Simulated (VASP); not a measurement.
Data:

```xyz
4
Lattice="3.1712 0.0000 0.0000 -1.5856 2.7464 0.0000 0.0000 0.0000 5.5379" Properties=species:S:1:pos:R:3 pbc="T T T"
Na     0.0000     0.0000     0.0000
Na     0.0000     0.0000     2.7689
F      0.0000     1.8309     1.3845
F      1.5856     0.9154     4.1534
```

The numbers are results of r2SCAN meta-GGA, VASP's PBE PAW potentials (set 64) (plane waves; VASP), not measurements. Settings: 520 eV cut-off, 9×9×5 Γ-centred mesh, tetrahedra with Blöchl corrections, potentials Na_pv F.

Q: Estimate the energy per atom (σ→0), band gap (over mesh and band path) with the smallest direct gap where there is one.

A: 
```yaml
band gap (over mesh and band path): 7.28 eV
smallest direct gap (over mesh and band path): 7.28 eV
energy per atom (σ→0): -6.256 eV/atom
```

The structure was generated: NaF was put into the NiAs type type (P6_3/mmc), which need not be its known phase. It was relaxed first, which changed the volume by -11 %.
